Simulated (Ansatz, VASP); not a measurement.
**AlNi: VASP beside Ansatz**

Aim: how closely do two programs agree when they are given the same cell, functional and k mesh? The cell is taken from a series of runs on this material, whose earlier steps may have relaxed, scaled, displaced or heated it; both programs get it as it stands.

Program: Ansatz 0.2.0. Level of theory: plane waves, with VASP 6.6.1 beside it; zone-centre phonons at PBEsol. Results are calculated unless marked as measured.

**1. The starting structure**

Symmetry: Pm-3m, No. 221, cubic system. The conventional cell has a = 2.843 Å, b = 2.843 Å, c = 2.843 Å, α = 90.00°, β = 90.00°, γ = 90.00°. Nearest to Al lie 8 Ni at 2.46 Å. Ni has 8 Al at 2.46 Å nearest. Farther neighbours are not listed.

**2. Ansatz: zone-centre phonons, PBEsol, pair 1**

Ansatz runs on its PAW soft_1 files.

Second derivatives magnify differences that forces hide, and they need a tight electronic threshold.

The input, input.yaml:

```yaml
crystal:
  lattice:
    - [2.8425322061, 0.0, 0.0]
    - [0.0, 2.8425322061, 0.0]
    - [0.0, 0.0, 2.8425322061]
  atoms:
    - { symbol: Al, position: [0.0, 0.0, 0.0] }
    - { symbol: Ni, position: [0.5, 0.5, 0.5] }
kpoints:
  mp_grid: { grid: [16, 16, 16] }
hamiltonian:
  xc: pbesol
  pseudopotentials: { kind: paw, azcp: { folder: soft_1 }, xc_functional: pbe }
scf:
  occupations: { method: methfessel_paxton, width: 0.2 }
output:
  eigenvalues: true
phonons:
  method: dfpt
```

Started as:

```bash
> ansatz run input.yaml --threads 4 --pin off --max-ram 10240MiB --backend cpu --events-out ev --progress --plain --runs-dir out
```

Numbers of over 12 decimals in the logs are rounded to 6 here.

What it wrote:

```text
Engine: ansatz 0.2.0, aarch64-unknown-linux-gnu
Pseudopotentials: kind: paw
Pseudopotential: Al, paw, valence charge 3, recommended cutoff 420 eV (normal), soft_1/Al.paw.azcp
Pseudopotential: Ni, paw, valence charge 18, recommended cutoff 420 eV (normal), soft_1/Ni.paw.azcp
Functional definition: PBEsol
  exchange = pbesol_x
  correlation = pbesol_c
Crystal: 2 atoms, lattice volume = 22.968 Å³
Basis set: ecut = 420 eV, 461 PW (Γ), exchange–correlation on 40×40×40 points (8 copies of the dense FFT grid, shifted against one another)
Bands: 15, of which v1, the nominal top of the filled ones, is band 11 counted from 1 (10 counted from 0)
Symmetry: 48 space group operations
k-points: 405 of 4096 (irreducible under 8 space group operations, time reversal used)
Non-local potential: Al, projectors of the file, l = 0: 2, l = 1: 2, l = 2: 1
Non-local potential: Ni, projectors of the file, l = 0: 3, l = 1: 2, l = 2: 3, l = 3: 1
PAW form: soft (Blöchl's): semilocal exchange-correlation on the pseudo side does not see the compensation charge
PAW frozen core: Al, regenerated for the run's functional, and the local potential with it (the file was generated under x = pbe(κ = 0.804, μ = 0.219515), c = pbe(β = 0.066725))
PAW frozen core: Ni, regenerated for the run's functional, and the local potential with it (the file was generated under x = pbe(κ = 0.804, μ = 0.219515), c = pbe(β = 0.066725))
PAW one-centre angular grid: Al, 110 points (default); XC on 64 Gauss nodes
PAW one-centre angular grid: Ni, 590 points (default); XC on 64 Gauss nodes
Initial density: superposition of atomic densities (chi_scale 0.1, normalization cell, long waves kept (reshape's long-wave potential 0.00 eV rms))
Initial wavefunctions: pseudopotential atomic-orbital guess
Functional: x = pbesol(κ = 0.804, μ = 0.123457), c = pbesol(β = 0.046)
SCF iter   1: F=—  HF=-6331.211719 eV  |F-HF|=—  |Δ(HF+E_count)|=         —  Δρ=7.28e-2  dr2=1.26e0  ethr=3.10e-3  ⟨swp⟩=4.0  Hψ=26958  notcnv=0
preconditioner: auto → none  [metal: Δε(μ)=0.065 eV  Ē_g=10.416 eV  σ=0.200 eV  W_gap=0.27  n_scr=6 (ndim 8)  ℏωp=27.9 eV  f_vac=0.000  D(μ)=0.57/eV (n_scr^D=0)  sad-step TF]
SCF iter   2: F=—  HF=-6331.068286 eV  |F-HF|=—  |Δ(HF+E_count)|=   1.43e-1  S|Δr|=    0.00e0  Δρ=5.55e-2  dr2=7.77e-1  ethr=3.10e-3  ⟨swp⟩=2.0  Hψ=10817  notcnv=0  defer=101
SCF iter   3: F=—  HF=-6330.883943 eV  |F-HF|=—  |Δ(HF+E_count)|=   1.84e-1  S|Δr|=    0.00e0  Δρ=1.95e-2  dr2=8.09e-2  ethr=3.10e-3  ⟨swp⟩=2.0  Hψ=7673  notcnv=0  defer=101
SCF iter   4: F=—  HF=-6330.869488 eV  |F-HF|=—  |Δ(HF+E_count)|=   1.45e-2  S|Δr|=    0.00e0  Δρ=5.29e-3  dr2=3.60e-3  ethr=3.85e-4  ⟨swp⟩=2.0  Hψ=10217  notcnv=0  defer=91
SCF iter   5: F=—  HF=-6330.869267 eV  |F-HF|=—  |Δ(HF+E_count)|=   2.21e-4  S|Δr|=    0.00e0  Δρ=5.65e-4  dr2=3.39e-5  ethr=1.71e-5  ⟨swp⟩=2.6  Hψ=8349  notcnv=0  defer=91
SCF iter   6: F=—  HF=-6330.869245 eV  |F-HF|=—  |Δ(HF+E_count)|=   2.25e-5  S|Δr|=    0.00e0  Δρ=1.23e-4  dr2=1.59e-6  ethr=1.61e-7  ⟨swp⟩=2.0  Hψ=10251  notcnv=0  defer=91
SCF iter   7: F=—  HF=-6330.869244 eV  |F-HF|=—  |Δ(HF+E_count)|=   7.49e-7  S|Δr|=    0.00e0  Δρ=1.28e-5  dr2=2.10e-8  ethr=7.58e-9  ⟨swp⟩=2.6  Hψ=9466  notcnv=0  defer=91
SCF iter   8: F=—  HF=-6330.869244 eV  |F-HF|=—  |Δ(HF+E_count)|=   4.40e-9  S|Δr|=    0.00e0  Δρ=7.46e-7  dr2=7.71e-11  ethr=9.99e-11  ⟨swp⟩=2.2  Hψ=8542  notcnv=0  defer=91
SCF iter   9: F=-6330.869244 eV  HF=-6330.869244 eV  |F-HF|=1.82e-12  |Δ(HF+E_count)|=  1.91e-11  S|Δr|=    0.00e0  Δρ=3.04e-8  dr2=1.29e-13  ethr=1.00e-12  ⟨swp⟩=6.1  Hψ=25301  notcnv=0
SCF 1 converged in 9 iterations: F = -6330.869244 eV  dr2 = 1.29e-13
  greatest PAW one-centre occupation: 1.001 electrons in one spin orbital (limit 2), on the Ni atom at site 1 (counted from 0), in its partial waves of l = 1
DFPT response loops at Γ: preconditioner auto → Kerker (q_TF=auto, 2.688 Å⁻¹) (partly filled bands, converged f_vac=0.000); β = 1.00, the filter's whole step (`scf.mixing.beta` (0.50) is not read by the response loops under this deck's `scf.mixing.preconditioner`; to damp them name `kerker` or `kerker_dos`, under which they read `scf.mixing.beta`, and type it under 1.00, their step now; both keys bind the ground state too); Broyden in place of MSR1
SCF converged after 9 iterations
Stability not checked: this state was not tested for a lower state beside it, because cold or Methfessel-Paxton smearing, or corrected tetrahedra, fill the levels in a way that the test cannot read (fill_not_monotonic; see scf.lower_state_search)
Free energy (F): -6330.869244 eV
Harris-Foulkes:  -6330.869244 eV  (|F-HF|=1.82e-12)
Internal energy: -6330.870298 eV  (E = F + TS)
E sigma→0 (E₀):  -6330.869508 eV
Entropy (-TS):   0.001054 eV (0.527 meV/atom)
Fermi energy:    14.434231 eV
--- Per-component energies (eV) ---
  E_band       = -327.643257
  E_kinetic    = 370.010143
  E_local      = -3690.332442  (includes V_loc(G=0)·N_el)
  E_nonlocal   = -105.452397
  E_hartree    = 1940.171394
  E_xc         = -152.129686
  E_vxc        = -178.064162  (∫ρ·V_xc dr)
  E_paw        = -2080.857383  (= ΣΔE_a)
  E_vpaw       = -604.147855  (= ΣTr[D̂ρ^β])
  E_aug_tail   = 0.000700  (compensation charges beyond the density's cutoff)
  E_ewald      = -2612.497054
  E_core_change = 0.216428  (= ΣΔE_core)
  E_smearing   = 0.001054  (= −TS)
  E_closure    = 0.000000  (closes the sum)
  Σ components = -6330.869244   (vs F -6330.869244, Δ=0.00e0)
--- Band table (eV; the first three rows and the last of 405) ---
  k-point 0: bands = [... 7 lower, 12.8238, 12.8238, 12.8238, 20.0777, 20.0777, 20.0777, 22.6833, 22.6833]
  k-point 1: bands = [... 7 lower, 12.7902, 12.7902, 12.8275, 19.2677, 20.1757, 20.1757, 22.6847, 23.4258]
  k-point 2: bands = [... 7 lower, 12.6972, 12.6972, 12.8378, 17.8617, 20.4622, 20.4622, 22.6889, 24.6016]
  k-point 404: bands = [... 7 lower, 13.4191, 13.4191, 16.3454, 16.3454, 16.3454, 18.5126, 19.0996, 19.0996]
--- Phonons (Γ-DFPT): 2 representative perturbations + reference, on 405 of 4096 k-points (Σ response iterations 7) ---
  k mesh reduced under 8 symmetry operations, with k and −k counted as one. Each operation leaves every solved perturbation unchanged. A smaller set is not used because it would not reduce the number of displacements times k-points to solve
  ASR residual: 1.792e-5 → 0.000e0 eV/Å²; symmetrization residual: 7.414e-7 eV/Å²
  ASR residual per site (eV/Å²): 1.01e-5 1.79e-5
  Γ frequencies (cm⁻¹): 0.00 0.00 0.00 314.21 314.21 314.21
  non-analytic LO–TO correction: not included (Born effective charges unavailable; polar crystals: no LO–TO splitting at Γ)
```

In the SCF lines HF is the Harris–Foulkes energy and dr2 the Hartree energy of the density residual, in eV; the loop may stop once dr2 is under the threshold and the program's other checks hold. Hψ counts applications of the Hamiltonian.

**3. VASP: zone-centre phonons, PBEsol, pair 1**

The same cell, functional, mesh and smearing now go to VASP, with its own data sets.

Lines of VASP's logs that name or quote its potential files are left out, and so is its time.

The input, INCAR:

```
SYSTEM = AlNi
PREC = Accurate
ENCUT = 600
EDIFF = 1E-08
NELM = 120
ISMEAR = 1
SIGMA = 0.2
LREAL = .FALSE.
ALGO = Normal
GGA = PS
NBANDS = 12
LASPH = .TRUE.
LORBIT = 11
LWAVE = .FALSE.
LCHARG = .FALSE.
ISIF = 2
IBRION = 8
GGA_COMPAT = .FALSE.
KPAR = 2
```

The input, POSCAR:

```
AlNi
1.0
    2.8425322061      0.0000000000      0.0000000000
    0.0000000000      2.8425322061      0.0000000000
    0.0000000000      0.0000000000      2.8425322061
Al Ni
1 1
Direct
    0.0000000000      0.0000000000      0.0000000000
    0.5000000000      0.5000000000      0.5000000000
```

The input, KPOINTS:

```
Automatic mesh
0
Gamma
16 16 16
0 0 0
```

The projector-augmented-wave data sets are Al and Ni (PBE family, release 64).

Started as:

```bash
> mpirun -np 2 vasp_std
```

What it wrote:

```text
[banner, memory and clock lines left out]
running    2 mpi-ranks, on    1 nodes
 distrk:  each k-point on    1 cores,    2 groups
 distr:  one band on    1 cores,    1 groups

 POSCAR found type information on POSCAR AlNi
 POSCAR found :  2 types and       2 ions
|                                                                             |
|               ----> ADVICE to this user running VASP <----                  |
|                                                                             |
|     You enforced a specific xc type in the INCAR file but a different       |
|     [... a line on the potential file left out ...]
|     I HOPE YOU KNOW WHAT YOU ARE DOING!                                     |
|                                                                             |

 LDA part: xc-table for (Slater+PW92), standard interpolation
 POSCAR, INCAR and KPOINTS ok, starting setup
 FFT: planning ... GRIDC
 FFT: planning ... GRID_SOFT
 FFT: planning ... GRID
 WAVECAR not read
 entering main loop
       N       E                     dE             d eps       ncg     rms          rms(c)
DAV:   1     0.450303295594E+02    0.45030E+02   -0.61904E+03  3960   0.130E+03
DAV:   2    -0.114057081564E+02   -0.56436E+02   -0.52167E+02  4060   0.211E+02
DAV:   3    -0.132175135011E+02   -0.18118E+01   -0.17910E+01  4832   0.439E+01
DAV:   4    -0.132432544190E+02   -0.25741E-01   -0.25718E-01  4440   0.472E+00
DAV:   5    -0.132440159356E+02   -0.76152E-03   -0.76149E-03  4772   0.892E-01    0.130E+01
DAV:   6    -0.151127330056E+02   -0.18687E+01   -0.53410E+01  4380   0.117E+02    0.158E+01
DAV:   7    -0.116094457684E+02    0.35033E+01   -0.15428E+01  4412   0.694E+01    0.109E+00
DAV:   8    -0.115963257359E+02    0.13120E-01   -0.34511E-01  4888   0.689E+00    0.102E+00
DAV:   9    -0.115814046890E+02    0.14921E-01   -0.47470E-02  4808   0.318E+00    0.211E-01
DAV:  10    -0.115809139803E+02    0.49071E-03   -0.19170E-03  4876   0.662E-01    0.799E-02
DAV:  11    -0.115809161254E+02   -0.21450E-05   -0.58144E-05  4756   0.661E-02    0.276E-02
DAV:  12    -0.115809145939E+02    0.15314E-05   -0.56538E-06  5396   0.397E-02    0.362E-03
DAV:  13    -0.115809143014E+02    0.29249E-06   -0.17242E-07  5916   0.376E-03    0.186E-03
DAV:  14    -0.115809142987E+02    0.27374E-08   -0.25641E-08  2996   0.155E-03
   1 F= -.11580914E+02 E0= -.11581264E+02  d E =0.104972E-02
 Linear response reoptimize wavefunctions to high precision
DAV:   1    -0.115809143184E+02   -0.19649E-07   -0.86039E-09  4460   0.152E-03
DAV:   2    -0.115809143184E+02   -0.27285E-11   -0.70516E-11  2300   0.840E-05
 Linear response DOF=           2
 Linear response progress:
  Degree of freedom:   1/  2
       N       E                     dE             d eps       ncg     rms          rms(c)
RMM:   1    -0.582770888373E-02   -0.58277E-02    0.25154E-03 21577   0.645E-01
RMM:   2    -0.553912274109E-02    0.28859E-03   -0.12848E-04 14829   0.229E-01    0.596E-02
RMM:   3    -0.553200189072E-02    0.71209E-05   -0.10342E-04 15838   0.814E-02    0.298E-02
RMM:   4    -0.560753512200E-02   -0.75533E-04   -0.42662E-05 15802   0.498E-02    0.597E-03
RMM:   5    -0.561360622364E-02   -0.60711E-05   -0.24261E-06 16056   0.117E-02    0.182E-03
RMM:   6    -0.561458643443E-02   -0.98021E-06   -0.11633E-07 15947   0.273E-03    0.787E-04
RMM:   7    -0.561454719111E-02    0.39243E-07   -0.13311E-08 15010   0.122E-03    0.624E-04
RMM:   8    -0.561444688182E-02    0.10031E-06   -0.16288E-09 16807   0.394E-04    0.247E-04
RMM:   9    -0.561470912370E-02   -0.26224E-06   -0.10667E-09 16869   0.129E-04    0.895E-06
RMM:  10    -0.561468079832E-02    0.28325E-07   -0.23569E-10 17003   0.503E-05    0.911E-06
RMM:  11    -0.561469653063E-02   -0.15732E-07   -0.34888E-10 16996   0.276E-05    0.272E-06
RMM:  12    -0.561469432762E-02    0.22030E-08   -0.15436E-10 16777   0.181E-05    0.497E-07
 first order change of Fermi-energy  -0.10293E-03
 force on displaced ion       1 direction 1 :  -6.768  -0.000  -0.000
 Linear response progress:
  Degree of freedom:   2/  2
       N       E                     dE             d eps       ncg     rms          rms(c)
RMM:   1    -0.186350775067E+00   -0.18635E+00   -0.98551E-02 14331   0.267E+00
RMM:   2    -0.184946169122E+00    0.14046E-02   -0.17069E-03 14423   0.503E-01    0.134E-01
RMM:   3    -0.184940425057E+00    0.57441E-05   -0.12635E-04 15388   0.974E-02    0.791E-02
RMM:   4    -0.185374126283E+00   -0.43370E-03   -0.19718E-04 16463   0.110E-01    0.604E-03
RMM:   5    -0.185356805286E+00    0.17321E-04   -0.38523E-06 16788   0.218E-02    0.453E-03
RMM:   6    -0.185347473134E+00    0.93322E-05   -0.29304E-07 15046   0.705E-03    0.271E-03
RMM:   7    -0.185331953497E+00    0.15520E-04   -0.10966E-07 16999   0.305E-03    0.382E-04
RMM:   8    -0.185327263643E+00    0.46899E-05   -0.82179E-09 17524   0.657E-04    0.734E-05
RMM:   9    -0.185326712004E+00    0.55164E-06   -0.75599E-09 17476   0.232E-04    0.295E-05
RMM:  10    -0.185326387584E+00    0.32442E-06   -0.66848E-09 16995   0.125E-04    0.478E-06
RMM:  11    -0.185326395482E+00   -0.78976E-08   -0.66793E-09 18177   0.784E-05    0.156E-06
 first order change of Fermi-energy   0.25464E-02
 force on displaced ion       2 direction 1 :  -6.774   0.000  -0.000
 Linear response finished
```

From OUTCAR (step 3):

```text
ion  position               nearest neighbor table
   1  0.000  0.000  0.000-   2 2.46   2 2.46   2 2.46   2 2.46   2 2.46   2 2.46   2 2.46   2 2.46

  LATTYP: Found a simple cubic cell.
 ALAT       =     2.8425322061

 Subroutine GETGRP returns: Found 48 space group operations
 (whereof 48 operations were pure point group operations)

The static configuration has the point symmetry O_h .

 Found    165 irreducible k-points:

   k-points           NKPTS =    165   k-points in BZ     NKDIM =    165   number of bands    NBANDS=     12

   dimension x,y,z NGX =    24 NGY =   24 NGZ =   24
   dimension x,y,z NGXF=    48 NGYF=   48 NGZF=   48

   ENCUT  =  600.0 eV  44.10 Ry    6.64 a.u.   5.68  5.68  5.68*2*pi/ulx,y,z

   NELECT =      13.0000    total number of electrons

 k-points in reciprocal lattice and weights: Automatic mesh
   0.00000000  0.00000000  0.00000000       0.000
   0.06250000  0.00000000  0.00000000       0.001
   0.12500000  0.00000000  0.00000000       0.001
   0.18750000  0.00000000  0.00000000       0.001
   0.25000000  0.00000000  0.00000000       0.001
   0.31250000  0.00000000  0.00000000       0.001
   0.37500000  0.00000000  0.00000000       0.001
   0.43750000  0.00000000  0.00000000       0.001
   0.50000000  0.00000000  0.00000000       0.001
[...]
0.50000000  0.50000000  0.43750000       0.001
   0.50000000  0.50000000  0.50000000       0.000

 average (electrostatic) potential at core
       1 -69.2074       2 -80.8775

  Total        0.5442084      0.5442084      0.5442084      0.0000000     -0.0000000      0.0000000
  in kB       37.9629216     37.9629216     37.9629216      0.0000000     -0.0000000      0.0000000
  external PRESSURE =      37.9629216 kB  Pullay stress =       0.0000000 kB

  energy-cutoff  :      600.00
  volume of cell :       22.97
      direct lattice vectors                 reciprocal lattice vectors
     2.842532206  0.000000000  0.000000000     0.351799004  0.000000000  0.000000000
     0.000000000  2.842532206  0.000000000     0.000000000  0.351799004  0.000000000
     0.000000000  0.000000000  2.842532206     0.000000000  0.000000000  0.351799004

 POSITION                                       TOTAL-FORCE (eV/Angst)
 -----------------------------------------------------------------------------------
      0.00000      0.00000      0.00000         0.000000      0.000000      0.000000
      1.42127      1.42127      1.42127         0.000000      0.000000      0.000000
 -----------------------------------------------------------------------------------
    total drift:                                0.000000      0.000000     -0.000000

 Eigenvectors and eigenvalues of the dynamical matrix
 ----------------------------------------------------

   1 f  =    9.461494 THz    59.448321 2PiTHz  315.601476 cm-1    39.129578 meV
             X         Y         Z           dx          dy          dz
      0.000000  0.000000  0.000000     0.827575    0.000000    0.000000
      1.421266  1.421266  1.421266    -0.561355   -0.000000    0.000000

   2 f  =    9.461494 THz    59.448321 2PiTHz  315.601476 cm-1    39.129578 meV
             X         Y         Z           dx          dy          dz
      0.000000  0.000000  0.000000     0.000000   -0.827575   -0.000000
      1.421266  1.421266  1.421266     0.000000    0.561355    0.000000

   3 f  =    9.461494 THz    59.448321 2PiTHz  315.601476 cm-1    39.129578 meV
             X         Y         Z           dx          dy          dz
      0.000000  0.000000  0.000000     0.000000   -0.000000    0.827575
      1.421266  1.421266  1.421266     0.000000   -0.000000   -0.561355

   4 f/i=    0.001860 THz     0.011685 2PiTHz    0.062031 cm-1     0.007691 meV
             X         Y         Z           dx          dy          dz
      0.000000  0.000000  0.000000    -0.425894    0.354483   -0.089868
      1.421266  1.421266  1.421266    -0.627871    0.522594   -0.132487

   5 f/i=    0.001860 THz     0.011685 2PiTHz    0.062031 cm-1     0.007691 meV
             X         Y         Z           dx          dy          dz
      0.000000  0.000000  0.000000     0.351481    0.358696   -0.250834
      1.421266  1.421266  1.421266     0.518169    0.528806   -0.369791

   6 f/i=    0.001860 THz     0.011685 2PiTHz    0.062031 cm-1     0.007691 meV
             X         Y         Z           dx          dy          dz
      0.000000  0.000000  0.000000     0.100972    0.246574    0.494091
      1.421266  1.421266  1.421266     0.148858    0.363510    0.728411

 ELASTIC MODULI CONTR FROM IONIC RELAXATION (kBar)
 Direction    XX          YY          ZZ          XY          YZ          ZX
 --------------------------------------------------------------------------------
 XX           0.0000      0.0000      0.0000      0.0000      0.0000      0.0000
 YY           0.0000      0.0000      0.0000      0.0000      0.0000      0.0000
 ZZ           0.0000      0.0000      0.0000      0.0000      0.0000      0.0000
 XY           0.0000      0.0000      0.0000      0.0000      0.0000      0.0000
 YZ           0.0000      0.0000      0.0000      0.0000      0.0000      0.0000
 ZX           0.0000      0.0000      0.0000      0.0000      0.0000      0.0000
 --------------------------------------------------------------------------------
```

This run has no spin polarisation, so a moment on Ni, if there is one, isn't seen. Its electron count is odd, so without a moment it is a metal by construction.

**4. Differences**

Known differences besides the potentials themselves: the data sets hold 21 valence electrons in Ansatz (on its PAW soft_1 files) and 13 in VASP; the cutoff is 420 eV in Ansatz and 600 eV in VASP; Ansatz makes its cores anew for this functional, VASP keeps those of its PBE data sets. Total energies have different zeros and are not compared.

Compared:

| quantity | Ansatz | VASP | difference |
| --- | --- | --- | --- |
| optical mode 1 to 3 (cm⁻¹) | 314.2 | 315.6 | -0.44 % |

Modes are paired by rising frequency, not by their patterns, so a pair may set unlike modes beside each other; they are those without the splitting of longitudinal modes.

[end of part 1 of 2]

[Lines on the potential files, build, host, timing and source positions are cut from VASP's logs without a mark.]

[Logs are printed without paths, hosts, clocks, repeated set-up lines and the standing remarks that a program may print on its own settings, such as how far it seeks lower states.]

[Hosts, paths, dates, database ids (printed as entryN), source tags and the programs' standing remarks are cut or masked in the printed files.]
